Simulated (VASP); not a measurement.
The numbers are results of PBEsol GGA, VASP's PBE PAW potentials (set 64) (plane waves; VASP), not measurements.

Input for VASP

### KPOINTS
```
Automatic mesh
0
Gamma
14 14 8
0 0 0
```

File POSCAR:
```
Zn
1
    1.2803248910    -2.2175882697     0.0000000000
    1.2803248910     2.2175882697    -0.0000000000
    0.0000000000    -0.0000000000     4.3910087534
Zn
2
Direct
  0.3333330000   0.6666670000   0.2500000000
  0.6666670000   0.3333330000   0.7500000000
```

**INCAR**
```
SYSTEM = Zn
PREC = Accurate; ENCUT = 480; LREAL = .FALSE.
LASPH = .TRUE.
EDIFF = 1E-7; NELM = 100; ALGO = Normal
LMAXMIX = 4
ISMEAR = 1; SIGMA = 0.1
GGA = PS
IBRION = 2; NSW = 40; ISIF = 3
EDIFFG = -0.01; PSTRESS = 150
LWAVE = .FALSE.; LCHARG = .FALSE.
```

POTCAR, in this order: Zn (PBE.64 set). Program: vasp_std.

Problem. What will the output report for the number of irreducible k-points (NKPTS), number of bands (NBANDS), largest plane-wave count, number of space-group operations, FFT grid (NGX, NGY, NGZ)?

Solution. 
| Item | Result |
|---|---|
| number of irreducible k-points (NKPTS) | 120 |
| number of bands (NBANDS) | 16 |
| largest plane-wave count | 616 |
| number of space-group operations | 24 |
| FFT grid (NGX, NGY, NGZ) | 18 × 18 × 32 |

The compound is Zn in the hcp structure. It was relaxed first under an external pressure of 15 GPa.
